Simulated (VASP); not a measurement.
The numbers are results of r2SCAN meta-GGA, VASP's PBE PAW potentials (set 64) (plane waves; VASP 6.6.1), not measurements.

VASP ran on this input.

### POSCAR
```
MgO
1
    0.0000000000     2.0057478382     2.0057478382
    2.0057478382     0.0000000000     2.0057478382
    2.0057478382     2.0057478382     0.0000000000
Mg O
1 1
Direct
  0.0000000000   0.0000000000   0.0000000000
  0.5000000000   0.5000000000   0.5000000000
```

**KPOINTS**
```
Automatic mesh
0
Gamma
11 11 11
0 0 0
```

INCAR:
```
ALGO = Normal
EDIFF = 1E-6
EDIFFG = -0.02
ENCUT = 620
IBRION = 2
ISIF = 3
ISMEAR = 0
LASPH = .TRUE.
LCHARG = .FALSE.
LMIXTAU = .TRUE.
LREAL = .FALSE.
LWAVE = .FALSE.
METAGGA = R2SCAN
NELM = 100
NSW = 40
PREC = Accurate
PSTRESS = 450
SIGMA = 0.05
SYSTEM = MgO
```

POTCAR, in this order: Mg O (PBE.64 set). Program: vasp_std.

Energy and stress use the plane-wave basis of the starting cell.

Predict the energy per atom (σ→0), volume per atom, band gap (on the k-mesh).

The energy per atom (σ→0) comes out as -7.898 eV/atom and the band gap (on the k-mesh) is 7.82 eV. The volume per atom comes out as 7.70 Å³/atom.

File OSZICAR:
```
...
DAV:   4    -0.157964291675E+02   -0.90123E-03   -0.32561E-03   896   0.967E-01    0.766E-02
DAV:   5    -0.157964653282E+02   -0.36161E-04   -0.13845E-03   896   0.610E-01    0.125E-02
DAV:   6    -0.157967344290E+02   -0.26910E-03   -0.10240E-04   968   0.161E-01    0.810E-03
DAV:   7    -0.157966719236E+02    0.62505E-04   -0.43007E-05   904   0.843E-02    0.473E-03
DAV:   8    -0.157967023579E+02   -0.30434E-04   -0.57616E-06   912   0.331E-02    0.585E-04
DAV:   9    -0.157966926755E+02    0.96824E-05   -0.29447E-07   616   0.813E-03    0.184E-04
DAV:  10    -0.157966933771E+02   -0.70167E-06   -0.92358E-09   488   0.118E-03
   3 F= -.11472456E+02 E0= -.11472456E+02  d E =-.367228E-01
```

The compound is MgO in the rock salt structure. This run relaxes it under an external pressure of 45 GPa. Symmetry was kept, so distortions that lower it aren't found.
